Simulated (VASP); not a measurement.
Given:

```yaml
crystal:
  lattice:
    - [-3.03007, 3.03007, 1.64330]
    - [3.03007, -3.03007, 1.64330]
    - [3.03007, 3.03007, -1.64330]
  atoms:
    - { symbol: Sn, position: [0.25000, 0.75000, 0.50000] }
    - { symbol: Sn, position: [0.00000, 0.00000, 0.00000] }
```

All values below come from PBEsol GGA, VASP's PBE PAW potentials (set 64) (plane waves; VASP 6.6.1). Run with 480 eV cut-off, 12×12×12 Γ-centred mesh, first-order Methfessel-Paxton smearing of 0.10 eV, potentials Sn_d.

### Question
Give the stress tensor in GPa (positive for a compressed cell).

### Answer

```
-5.13   0.00   0.00
 0.00  -5.13   0.00
 0.00   0.00  -4.72
```
The pressure is its mean diagonal, -4.99 GPa.

The compound is Sn in the beta structure. This cell was strained or had an atom moved on purpose.
